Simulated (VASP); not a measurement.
Data:

```
CELL_PARAMETERS angstrom
      0.00000     2.55861     2.55861
      2.55861     0.00000     2.55861
      2.55861     2.55861     0.00000
ATOMIC_POSITIONS crystal
  Na 0.00000 0.00000 0.00000
  Cl 0.50000 0.50000 0.50000
```

Level of theory: LDA (Ceperley-Alder, Perdew-Zunger), VASP's LDA PAW potentials (set 64) (plane waves; VASP). Run with 500 eV cut-off, 9×9×9 Γ-centred mesh, Gaussian smearing of 0.050 eV, potentials Na_pv Cl.

**Question.** Estimate the energy per atom (σ→0), pressure, band gap (on the k-mesh) with the smallest direct gap where there is one.

**Answer.** 
```yaml
band gap (on the k-mesh): 6.08 eV
smallest direct gap (on the k-mesh): 6.08 eV
energy per atom (σ→0): -3.598 eV/atom
pressure: 10.13 GPa
```

The absolute energy has meaning only against runs of the same code, potentials and settings.

The compound is NaCl in the rock salt structure. It was relaxed first under an external pressure of 10 GPa.
